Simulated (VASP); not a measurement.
# Al2O3 (Corundum): accuracy against cost in the smearing and k-mesh, part 3 of 4

A convergence test on Al2O3 (Corundum): the smearing and k-mesh. The series runs use r2SCAN. The start is a cell from a database of measured crystal structures.

VASP 6.6.1; r2SCAN; plane waves and PAW (Al, O).

So far. Step 10 (Smearing: ISMEAR = 2, SIGMA = 0.2): Against the run before the energy at zero width moves by +0.05 meV an atom while the pressure stays within 0.01 GPa, after 14 cycles in 47 s. The entropy term T·S comes to 0.34 meV an atom in size.

## 11. Smearing: ISMEAR = 2, SIGMA = 0.5

File INCAR:

```
SYSTEM = Al2O3
PREC = Accurate
ENCUT = 520
EDIFF = 1E-06
NELM = 100
ISMEAR = 2
SIGMA = 0.5
LREAL = .FALSE.
ALGO = Normal
METAGGA = R2SCAN
LASPH = .TRUE.
NBANDS = 34
LORBIT = 11
LWAVE = .FALSE.
LCHARG = .FALSE.
KPAR = 8
ISIF = 2
```

File POSCAR:

```
Al2O3
1.0
    2.3802500000      1.3742379782      4.3318666667
   -2.3802500000      1.3742379782      4.3318666667
    0.0000000000     -2.7484759565      4.3318666667
Al O
4 6
Direct
    0.3521600000      0.3521600000      0.3521600000
    0.1478400000      0.1478400000      0.1478400000
    0.6478400000      0.6478400000      0.6478400000
    0.8521600000      0.8521600000      0.8521600000
    0.5566800000      0.9433200000      0.2500000000
    0.2500000000      0.5566800000      0.9433200000
    0.9433200000      0.2500000000      0.5566800000
    0.4433200000      0.0566800000      0.7500000000
    0.7500000000      0.4433200000      0.0566800000
    0.0566800000      0.7500000000      0.4433200000
```

File KPOINTS:

```
Automatic mesh
0
Gamma
5 5 5
0 0 0
```

The projector-augmented-wave data sets are Al and O (PBE family, release 64).

Started as:

```
mpirun -np 8 vasp_std
```

The program printed:

```text
[... set-up lines as in an earlier step ...]
 entering main loop
       N       E                     dE             d eps       ncg     rms          rms(c)
DAV:   1     0.209828706276E+03    0.20983E+03   -0.26176E+04  1292   0.138E+03
DAV:   2    -0.104590774349E+03   -0.31442E+03   -0.30457E+03  1650   0.304E+02
DAV:   3    -0.117627751418E+03   -0.13037E+02   -0.13029E+02  1656   0.636E+01
DAV:   4    -0.117729326877E+03   -0.10158E+00   -0.10151E+00  1600   0.643E+00
[...]
DAV:  12    -0.962425616766E+02    0.12756E-04   -0.11779E-05  1574   0.188E-02    0.917E-03
DAV:  13    -0.962425596610E+02    0.20156E-05   -0.15580E-06  1038   0.788E-03    0.322E-03
DAV:  14    -0.962425604273E+02   -0.76632E-06   -0.92596E-07   808   0.532E-03
   1 F= -.96242560E+02 E0= -.96257622E+02  d E =0.602445E-01
```

It took 48 s on 8 MPI ranks of Intel Xeon Platinum 8259CL at 2.50GHz (Skylake/Cascade Lake), shared host; peak memory 2.2 GiB.

Parts of OUTCAR (step 11):

```text
  Total       -0.3905798     -0.3905798     -0.4939210      0.0000000      0.0000000      0.0000000
  in kB       -7.3605370     -7.3605370     -9.3080188      0.0000000      0.0000000      0.0000000
  external PRESSURE =      -8.0096976 kB  Pullay stress =       0.0000000 kB

 POSITION                                       TOTAL-FORCE (eV/Angst)
 -----------------------------------------------------------------------------------
      0.00000     -0.00000      4.57653        -0.000000      0.000000     -0.068194
      0.00000     -0.00000      1.92127        -0.000000     -0.000000      0.068194
      0.00000     -0.00000      8.41907        -0.000000     -0.000000      0.068194
      0.00000     -0.00000     11.07433        -0.000000      0.000000     -0.068194
     -0.92030      1.37424      7.58077        -0.056114      0.000000      0.000000
     -0.72998     -1.48412      7.58077         0.028057     -0.048597      0.000000
      1.65027      0.10988      7.58077         0.028057      0.048597      0.000000
      0.92030     -1.37424      5.41483         0.056114      0.000000      0.000000
      0.72998      1.48412      5.41483        -0.028057      0.048597      0.000000
     -1.65027     -0.10988      5.41483        -0.028057     -0.048597      0.000000
 -----------------------------------------------------------------------------------
    total drift:                               -0.000000      0.000000     -0.000000

  FREE ENERGIE OF THE ION-ELECTRON SYSTEM (eV)
  ---------------------------------------------------
  free  energy   TOTEN  =       -96.2425604273 eV

  energy  without entropy=      -96.3028049258  energy(sigma->0) =      -96.25762155

[... 2 parts as in an earlier step ...]

[... 1 further part left out ...]
[key lines of the parts left out:]
E-fermi :   5.7877
```

Against the run before the energy at zero width moves by +1.04 meV an atom and the pressure by -0.10 GPa, after 14 cycles in 48 s. The entropy term T·S comes to 6.02 meV an atom in size.

## 12. Smearing: ISMEAR = -5

INCAR, as its differences from that of step 11:

```diff
@@ -5,4 +5,4 @@
 NELM = 100
-ISMEAR = 2
-SIGMA = 0.5
+ISMEAR = -5
+SIGMA = 0.05
 LREAL = .FALSE.
```

POSCAR is that of step 11.

KPOINTS is that of step 11.

Started as:

```
mpirun -np 8 vasp_std
```

The program printed:

```text
[... set-up lines as in an earlier step ...]
 entering main loop
       N       E                     dE             d eps       ncg     rms          rms(c)
DAV:   1     0.209860973233E+03    0.20986E+03   -0.26176E+04  1292   0.138E+03
DAV:   2    -0.104590774349E+03   -0.31445E+03   -0.30519E+03  1650   0.305E+02
[... 6 cycles as in an earlier step ...]
DAV:   9    -0.962702301770E+02    0.13861E-01   -0.13283E-01  1630   0.199E+00    0.449E-01
DAV:  10    -0.962685796925E+02    0.16505E-02   -0.85119E-03  1498   0.548E-01    0.807E-02
[... 3 cycles as in an earlier step ...]
DAV:  14    -0.962685812395E+02   -0.77264E-06   -0.94037E-07   808   0.535E-03
   1 F= -.96268581E+02 E0= -.96268581E+02  d E =0.000000E+00
```

Wall time 48 s (8 MPI ranks); peak memory 2.2 GiB.

OUTCAR, selected parts (step 12):

```text
  Total       -0.3429374     -0.3429374     -0.4170069      0.0000000      0.0000000     -0.0000000
  in kB       -6.4627080     -6.4627080     -7.8585605      0.0000000      0.0000000     -0.0000000
  external PRESSURE =      -6.9279922 kB  Pullay stress =       0.0000000 kB

[... 5 parts as in an earlier step ...]

[... 1 further part left out ...]
[key lines of the parts left out:]
E-fermi :   5.8182
```

Against the first of the series the energy at zero width stays within 0.01 meV an atom and the pressure within 0.01 GPa, after 14 cycles in 48 s.

## 13. The smearing series as a table

This step: convergence of r2SCAN results with the smearing; plane waves and PAW (VASP 6.6.1).

This step runs nothing: it gathers the runs above.

Differences are taken from the run with ISMEAR = 0, SIGMA = 0.01. Results of the series, by row:

| setting | status | energy less the reference (meV/atom) | pressure (GPa) | largest force difference (meV/Å) | gap (eV) | SCF cycles | wall time (s) |
| --- | --- | --- | --- | --- | --- | --- | --- |
| ISMEAR = 0, SIGMA = 0.01 | converged | 0 | -0.6928 | 0 | 7.132 | 14 | 43 |
| ISMEAR = 0, SIGMA = 0.05 | converged | 0 | -0.6928 | 0 | 7.132 | 14 | 44 |
| ISMEAR = 0, SIGMA = 0.1 | converged | 0 | -0.6928 | 0 | 7.132 | 14 | 44 |
| ISMEAR = 0, SIGMA = 0.2 | converged | 0 | -0.6928 | 0 | 7.132 | 14 | 44 |
| ISMEAR = 0, SIGMA = 0.5 | converged | 0 | -0.6928 | 0 | 7.132 | 14 | 46 |
| ISMEAR = 2, SIGMA = 0.01 | converged | 0 | -0.6928 | 0 | 7.132 | 14 | 47 |
| ISMEAR = 2, SIGMA = 0.05 | converged | 0.001898 | -0.6925 | 0.24 | 7.132 | 14 | 47 |
| ISMEAR = 2, SIGMA = 0.1 | converged | 0.003321 | -0.7015 | 7.402 | 7.133 | 14 | 47 |
| ISMEAR = 2, SIGMA = 0.2 | converged | 0.05122 | -0.7016 | 2.179 | 7.132 | 14 | 47 |
| ISMEAR = 2, SIGMA = 0.5 | converged | 1.096 | -0.801 | 11.53 | 7.134 | 14 | 48 |
| ISMEAR = -5 | converged | 0 | -0.6928 | 0 | 7.132 | 14 | 48 |

## 14. K-mesh: 2 2 2

This step: r2SCAN; plane waves and PAW (Al, O) (VASP 6.6.1).

The sum over the zone converges with the mesh, fast for insulators and slowly for metals.

INCAR, as its differences from that of step 12:

```diff
@@ -5,3 +5,3 @@
 NELM = 100
-ISMEAR = -5
+ISMEAR = -1
 SIGMA = 0.05
@@ -15,3 +15,3 @@
 LCHARG = .FALSE.
-KPAR = 8
+NCORE = 8
 ISIF = 2
```

POSCAR is that of step 12.

File KPOINTS:

```
Automatic mesh
0
Gamma
2 2 2
0 0 0
```

Started as:

```
mpirun -np 8 vasp_std
```

The program printed:

```text
[banner, memory and clock lines left out]
running    8 mpi-ranks, on    1 nodes
 distrk:  each k-point on    8 cores,    1 groups
 distr:  one band on    8 cores,    1 groups

 POSCAR found type information on POSCAR AlO
 POSCAR found :  2 types and      10 ions
 [... a notice as in an earlier step ...]

 [... a notice as in an earlier step ...]

 LDA part: xc-table for (None), standard interpolation
 POSCAR, INCAR and KPOINTS ok, starting setup
 FFT: planning ... GRIDC
 FFT: planning ... GRID_SOFT
 FFT: planning ... GRID
 WAVECAR not read
 entering main loop
       N       E                     dE             d eps       ncg     rms          rms(c)
DAV:   1     0.209339200843E+03    0.20934E+03   -0.26302E+04   272   0.139E+03
DAV:   2    -0.103460643347E+03   -0.31280E+03   -0.29981E+03   346   0.299E+02
DAV:   3    -0.117626628545E+03   -0.14166E+02   -0.14117E+02   352   0.655E+01
DAV:   4    -0.117738998521E+03   -0.11237E+00   -0.11232E+00   328   0.673E+00
DAV:   5    -0.117740330945E+03   -0.13324E-02   -0.13322E-02   350   0.736E-01    0.177E+01
DAV:   6    -0.957993094916E+02    0.21941E+02   -0.18993E+01   334   0.223E+01    0.719E+00
DAV:   7    -0.961483826280E+02   -0.34907E+00   -0.24134E+00   344   0.824E+00    0.404E+00
DAV:   8    -0.962390846123E+02   -0.90702E-01   -0.27010E-01   326   0.376E+00    0.932E-01
DAV:   9    -0.962225269305E+02    0.16558E-01   -0.15430E-01   344   0.215E+00    0.466E-01
DAV:  10    -0.962205051005E+02    0.20218E-02   -0.10022E-02   326   0.591E-01    0.803E-02
DAV:  11    -0.962205244510E+02   -0.19351E-04   -0.19169E-04   344   0.998E-02    0.243E-02
DAV:  12    -0.962205118109E+02    0.12640E-04   -0.15915E-05   324   0.218E-02    0.873E-03
DAV:  13    -0.962205091412E+02    0.26696E-05   -0.93930E-07   248   0.650E-03    0.336E-03
DAV:  14    -0.962205099553E+02   -0.81411E-06   -0.10292E-06   186   0.560E-03
   1 F= -.96220510E+02 E0= -.96220510E+02  d E =-.335433E-10
```

Wall time 13 s (8 MPI ranks); peak memory 1 GiB; 96 s of CPU time.

Parts of OUTCAR (step 14):

```text
   k-points           NKPTS =      4   k-points in BZ     NKDIM =      4   number of bands    NBANDS=     34

   NELECT =      48.0000    total number of electrons

 E-fermi :   6.9222

 k-point     1 :       0.0000    0.0000    0.0000
  band No.  band energies     occupation
    ...
     20       5.2204      2.00000
     21       5.2204      2.00000
     22       5.6908      2.00000
     23       5.6908      2.00000
     24       5.7495      2.00000
     25      12.8788      0.00000
     26      15.8559      0.00000
     27      17.6637      0.00000
     28      18.3210      0.00000
     29      18.3210      0.00000
    ...

  Total       -0.3292126     -0.3292126     -0.5667298      0.0000000      0.0000000      0.0000000
  in kB       -6.2040624     -6.2040624    -10.6801105      0.0000000      0.0000000      0.0000000
  external PRESSURE =      -7.6960784 kB  Pullay stress =       0.0000000 kB

 POSITION                                       TOTAL-FORCE (eV/Angst)
 -----------------------------------------------------------------------------------
      0.00000     -0.00000      4.57653         0.000000      0.000000     -0.069071
      0.00000     -0.00000      1.92127         0.000000     -0.000000      0.069071
      0.00000     -0.00000      8.41907         0.000000     -0.000000      0.069071
      0.00000     -0.00000     11.07433         0.000000      0.000000     -0.069071
     -0.92030      1.37424      7.58077        -0.029415      0.000000     -0.000000
     -0.72998     -1.48412      7.58077         0.014707     -0.025474     -0.000000
      1.65027      0.10988      7.58077         0.014707      0.025474     -0.000000
      0.92030     -1.37424      5.41483         0.029415      0.000000     -0.000000
      0.72998      1.48412      5.41483        -0.014707      0.025474     -0.000000
     -1.65027     -0.10988      5.41483        -0.014707     -0.025474     -0.000000
 -----------------------------------------------------------------------------------
    total drift:                               -0.000000      0.000000     -0.000000

  FREE ENERGIE OF THE ION-ELECTRON SYSTEM (eV)
  ---------------------------------------------------
  free  energy   TOTEN  =       -96.2205099553 eV

  energy  without entropy=      -96.2205099553  energy(sigma->0) =      -96.22050996

[... 7 parts as in an earlier step ...]

[... 7 further parts left out ...]
```

Numbers from this step:

| Property | Result |
| --- | --- |
| irreducible k-points | 4 |
| free energy (TOTEN) | -96.2205 eV |
| Fermi energy | 6.922 eV |
| pressure | -0.7696 GPa |
| gap on the k-mesh | 7.129 eV |
| least direct gap on the k-mesh | 7.129 eV |

The series starts at -9.6221 eV an atom and -0.77 GPa, after 14 cycles in 13 s.

## 15. K-mesh: 3 3 3

INCAR, as its differences from that of step 14:

```diff
@@ -15,3 +15,4 @@
 LCHARG = .FALSE.
-NCORE = 8
+KPAR = 2
+NCORE = 4
 ISIF = 2
```

POSCAR is that of step 14.

File KPOINTS:

```
Automatic mesh
0
Gamma
3 3 3
0 0 0
```

Started as:

```
mpirun -np 8 vasp_std
```

The program printed:

```text
[banner, memory and clock lines left out]
running    8 mpi-ranks, on    1 nodes
[...]
[... a notice as in an earlier step ...]

 LDA part: xc-table for (None), standard interpolation
 POSCAR, INCAR and KPOINTS ok, starting setup
[...]
entering main loop
       N       E                     dE             d eps       ncg     rms          rms(c)
DAV:   1     0.209721719353E+03    0.20972E+03   -0.26597E+04   408   0.140E+03
DAV:   2    -0.104825669377E+03   -0.31455E+03   -0.30289E+03   516   0.303E+02
DAV:   3    -0.117667729194E+03   -0.12842E+02   -0.12803E+02   528   0.636E+01
DAV:   4    -0.117765723938E+03   -0.97995E-01   -0.97938E-01   512   0.641E+00
[...]
DAV:  12    -0.962668137262E+02    0.12340E-04   -0.10086E-05   492   0.175E-02    0.930E-03
DAV:  13    -0.962668116127E+02    0.21136E-05   -0.15014E-06   320   0.775E-03    0.330E-03
DAV:  14    -0.962668124065E+02   -0.79381E-06   -0.92843E-07   288   0.534E-03
   1 F= -.96266812E+02 E0= -.96266812E+02  d E =-.109179E-10
```

Wall time 18 s (8 MPI ranks); peak memory 1.3 GiB.

OUTCAR, selected parts (step 15):

```text
  Total       -0.3458040     -0.3458040     -0.4227129      0.0000000      0.0000000      0.0000000
  in kB       -6.5167299     -6.5167299     -7.9660902      0.0000000      0.0000000      0.0000000
  external PRESSURE =      -6.9998500 kB  Pullay stress =       0.0000000 kB

 POSITION                                       TOTAL-FORCE (eV/Angst)
 -----------------------------------------------------------------------------------
      0.00000     -0.00000      4.57653        -0.000000      0.000000     -0.079709
      0.00000     -0.00000      1.92127        -0.000000     -0.000000      0.079709
      0.00000     -0.00000      8.41907        -0.000000     -0.000000      0.079709
      0.00000     -0.00000     11.07433        -0.000000      0.000000     -0.079709
     -0.92030      1.37424      7.58077        -0.057224     -0.000000      0.000000
     -0.72998     -1.48412      7.58077         0.028612     -0.049557      0.000000
      1.65027      0.10988      7.58077         0.028612      0.049557      0.000000
      0.92030     -1.37424      5.41483         0.057224      0.000000      0.000000
      0.72998      1.48412      5.41483        -0.028612      0.049557      0.000000
     -1.65027     -0.10988      5.41483        -0.028612     -0.049557      0.000000
 -----------------------------------------------------------------------------------
    total drift:                               -0.000000      0.000000     -0.000000

  FREE ENERGIE OF THE ION-ELECTRON SYSTEM (eV)
  ---------------------------------------------------
  free  energy   TOTEN  =       -96.2668124065 eV

  energy  without entropy=      -96.2668124065  energy(sigma->0) =      -96.26681241

[... 1 part as in an earlier step ...]

[... 2 further parts left out ...]
[key lines of the parts left out:]
E-fermi :   6.9180
```

Against the run before the energy moves by -4.63 meV an atom and the pressure by +0.07 GPa, after 14 cycles in 18 s.

## 16. K-mesh: 4 4 4

INCAR, as its differences from that of step 15:

```diff
@@ -15,4 +15,3 @@
 LCHARG = .FALSE.
-KPAR = 2
-NCORE = 4
+KPAR = 8
 ISIF = 2
```

POSCAR is that of step 15.

File KPOINTS:

```
Automatic mesh
0
Gamma
4 4 4
0 0 0
```

Started as:

```
mpirun -np 8 vasp_std
```

The program printed:

```text
[... set-up lines as in an earlier step ...]
 entering main loop
       N       E                     dE             d eps       ncg     rms          rms(c)
DAV:   1     0.205008122080E+03    0.20501E+03   -0.26151E+04   884   0.139E+03
DAV:   2    -0.104599997030E+03   -0.30961E+03   -0.30082E+03  1144   0.300E+02
DAV:   3    -0.117665990416E+03   -0.13066E+02   -0.13019E+02  1128   0.634E+01
DAV:   4    -0.117766467783E+03   -0.10048E+00   -0.10042E+00  1080   0.639E+00
[...]
DAV:  12    -0.962683953825E+02    0.13786E-04   -0.16055E-05  1072   0.219E-02    0.961E-03
DAV:  13    -0.962683930901E+02    0.22925E-05   -0.17353E-06   760   0.832E-03    0.338E-03
DAV:  14    -0.962683938691E+02   -0.77901E-06   -0.10554E-06   594   0.568E-03
   1 F= -.96268394E+02 E0= -.96268394E+02  d E =-.886907E-10
```

Wall time 38 s (8 MPI ranks); peak memory 2.2 GiB.

OUTCAR, selected parts (step 16):

```text
  Total       -0.3429063     -0.3429063     -0.4184274      0.0000000      0.0000000      0.0000000
  in kB       -6.4621223     -6.4621223     -7.8853292      0.0000000      0.0000000      0.0000000
  external PRESSURE =      -6.9365246 kB  Pullay stress =       0.0000000 kB

 POSITION                                       TOTAL-FORCE (eV/Angst)
 -----------------------------------------------------------------------------------
      0.00000     -0.00000      4.57653         0.000000      0.000000     -0.079729
      0.00000     -0.00000      1.92127         0.000000     -0.000000      0.079729
      0.00000     -0.00000      8.41907         0.000000     -0.000000      0.079729
      0.00000     -0.00000     11.07433         0.000000      0.000000     -0.079729
     -0.92030      1.37424      7.58077        -0.057771     -0.000000      0.000000
     -0.72998     -1.48412      7.58077         0.028885     -0.050031      0.000000
      1.65027      0.10988      7.58077         0.028885      0.050031      0.000000
      0.92030     -1.37424      5.41483         0.057771     -0.000000      0.000000
      0.72998      1.48412      5.41483        -0.028885      0.050031      0.000000
     -1.65027     -0.10988      5.41483        -0.028885     -0.050031      0.000000
 -----------------------------------------------------------------------------------
    total drift:                               -0.000000      0.000000     -0.000000

  FREE ENERGIE OF THE ION-ELECTRON SYSTEM (eV)
  ---------------------------------------------------
  free  energy   TOTEN  =       -96.2683938691 eV

  energy  without entropy=      -96.2683938690  energy(sigma->0) =      -96.26839387

[... 1 part as in an earlier step ...]

[... 2 further parts left out ...]
[key lines of the parts left out:]
E-fermi :   6.7893
```

Against the run before the energy moves by -0.16 meV an atom and the pressure by +0.01 GPa, after 14 cycles in 38 s.

## 17. K-mesh: 5 5 5

INCAR is that of step 16.

POSCAR is that of step 16.

File KPOINTS:

```
Automatic mesh
0
Gamma
5 5 5
0 0 0
```

Started as:

```
mpirun -np 8 vasp_std
```

The program printed:

```text
[... set-up lines as in an earlier step ...]
 entering main loop
       N       E                     dE             d eps       ncg     rms          rms(c)
DAV:   1     0.209823142046E+03    0.20982E+03   -0.26176E+04  1292   0.138E+03
DAV:   2    -0.104590774349E+03   -0.31441E+03   -0.30447E+03  1650   0.304E+02
[... 4 cycles as in an earlier step ...]
DAV:   7    -0.961956987375E+02   -0.33817E+00   -0.22475E+00  1614   0.808E+00    0.402E+00
[... 1 cycle as in an earlier step ...]
DAV:   9    -0.962702301773E+02    0.13861E-01   -0.13283E-01  1630   0.199E+00    0.449E-01
[... 1 cycle as in an earlier step ...]
DAV:  11    -0.962685953745E+02   -0.15682E-04   -0.20360E-04  1574   0.100E-01    0.243E-02
DAV:  12    -0.962685824647E+02    0.12910E-04   -0.12203E-05  1574   0.191E-02    0.916E-03
DAV:  13    -0.962685804671E+02    0.19976E-05   -0.15290E-06  1030   0.785E-03    0.323E-03
DAV:  14    -0.962685812397E+02   -0.77260E-06   -0.94036E-07   808   0.535E-03
   1 F= -.96268581E+02 E0= -.96268581E+02  d E =-.515594E-10
```

Wall time 46 s (8 MPI ranks); peak memory 2.2 GiB.

OUTCAR, selected parts (step 17):

```text
  Total       -0.3429374     -0.3429374     -0.4170069      0.0000000      0.0000000      0.0000000
  in kB       -6.4627081     -6.4627081     -7.8585607      0.0000000      0.0000000      0.0000000
  external PRESSURE =      -6.9279923 kB  Pullay stress =       0.0000000 kB

  FREE ENERGIE OF THE ION-ELECTRON SYSTEM (eV)
  ---------------------------------------------------
  free  energy   TOTEN  =       -96.2685812397 eV

  energy  without entropy=      -96.2685812397  energy(sigma->0) =      -96.26858124

[... 3 parts as in an earlier step ...]

[... 1 further part left out ...]
[key lines of the parts left out:]
E-fermi :   6.8157
```

Against the run before the energy moves by -0.02 meV an atom while the pressure stays within 0.01 GPa, after 14 cycles in 46 s.

(Part 3 of 4 ends here.)

[Lines on the potential files, build, host, timing and source positions are cut from VASP's logs without a mark.]

[Logs are printed without paths, hosts, clocks, repeated set-up lines and the standing remarks that a program may print on its own settings, such as how far it seeks lower states.]

[Hosts, paths, dates, database ids (printed as entryN), source tags and the programs' standing remarks are cut or masked in the printed files.]

[A measured line is paired with the nearest computed mode of its activity, which favours agreement.]
